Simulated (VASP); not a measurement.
Output of a VASP run:

**OSZICAR**
```
       N       E                     dE             d eps       ncg     rms          rms(c)
DAV:   1     0.156084106310E+03    0.15608E+03   -0.14835E+04  1736   0.403E+03
DAV:   2     0.106952313772E+02   -0.14539E+03   -0.14304E+03  1708   0.514E+02
DAV:   3    -0.849475271595E+01   -0.19190E+02   -0.18980E+02  1840   0.142E+02
DAV:   4    -0.909548338150E+01   -0.60073E+00   -0.59968E+00  1904   0.289E+01
DAV:   5    -0.910590168214E+01   -0.10418E-01   -0.10418E-01  1952   0.398E+00    0.301E+00
DAV:   6    -0.905891221439E+01    0.46989E-01   -0.20771E-02  1864   0.169E+00    0.180E+00
DAV:   7    -0.903094749872E+01    0.27965E-01   -0.51155E-02  1798   0.233E+00    0.155E-01
DAV:   8    -0.903265265398E+01   -0.17052E-02   -0.67454E-03  1974   0.129E+00    0.544E-02
DAV:   9    -0.903266275663E+01   -0.10103E-04   -0.27579E-04  2190   0.329E-01    0.194E-02
DAV:  10    -0.903270020776E+01   -0.37451E-04   -0.11394E-04  1786   0.150E-01    0.558E-03
DAV:  11    -0.903270168268E+01   -0.14749E-05   -0.11170E-05  2138   0.645E-02    0.206E-03
DAV:  12    -0.903270192569E+01   -0.24301E-06   -0.74366E-07  1798   0.124E-02    0.227E-04
DAV:  13    -0.903270187386E+01    0.51825E-07   -0.28672E-08  1122   0.246E-03
   1 F= -.90327019E+01 E0= -.90327055E+01  d E =0.108038E-04
```

File OUTCAR:
```
------------------------ aborting loop because EDIFF is reached ----------------------------------------
  FORCE on cell =-STRESS in cart. coord.  units (eV):
  Direction    XX          YY          ZZ          XY          YZ          ZX
  --------------------------------------------------------------------------------------
  Total        0.0650066      0.0650066      0.0650066      0.0000000      0.0000000      0.0000000
  in kB        2.1929880      2.1929880      2.1929880      0.0000000      0.0000000      0.0000000
  external PRESSURE =       2.1929880 kB  Pullay stress =       0.0000000 kB
  volume of cell :       47.49
      direct lattice vectors                 reciprocal lattice vectors
     0.000000000  2.874312236  2.874312236    -0.173954657  0.173954657  0.173954657
     2.874312236  0.000000000  2.874312236     0.173954657 -0.173954657  0.173954657
     2.874312236  2.874312236  0.000000000     0.173954657  0.173954657 -0.173954657
 POSITION                                       TOTAL-FORCE (eV/Angst)
 -----------------------------------------------------------------------------------
      0.00000      0.00000      0.00000         0.000000      0.000000      0.000000
      1.43716      1.43716      1.43716        -0.000000     -0.000000     -0.000000
 -----------------------------------------------------------------------------------
    total drift:                                0.000000      0.000000      0.000000
  FREE ENERGIE OF THE ION-ELECTRON SYSTEM (eV)
  ---------------------------------------------------
  free  energy   TOTEN  =        -9.0327018739 eV

  energy  without entropy=       -9.0327126776  energy(sigma->0) =       -9.03270548
```
(Selected blocks of OUTCAR.)

File POSCAR:
```
Ge
1
    0.0000000000     2.8743122363     2.8743122363
    2.8743122363     0.0000000000     2.8743122363
    2.8743122363     2.8743122363     0.0000000000
Ge
2
Direct
  0.0000000000   0.0000000000   0.0000000000
  0.2500000000   0.2500000000   0.2500000000
```

Problem. Write an INCAR and KPOINTS that could have produced this output.

Solution. One answer among several that fit: the input of the run itself, PBE GGA, plane waves, VASP's PBE PAW potentials (set 64).

INCAR:
```
SYSTEM = Ge
PREC = Accurate; ENCUT = 480; LREAL = F
LASPH = T
EDIFF = 1E-7; NELM = 100; ALGO = Normal
LMAXMIX = 4
ISMEAR = 1; SIGMA = 0.1
GGA = PE
ISIF = 2
LWAVE = F; LCHARG = F
```

**KPOINTS**
```
Automatic mesh
0
Gamma
10 10 10
0 0 0
```

POTCAR, in this order: Ge_d (PBE.64 set). Program: vasp_std.

The compound is Ge in the diamond structure. It was relaxed first.
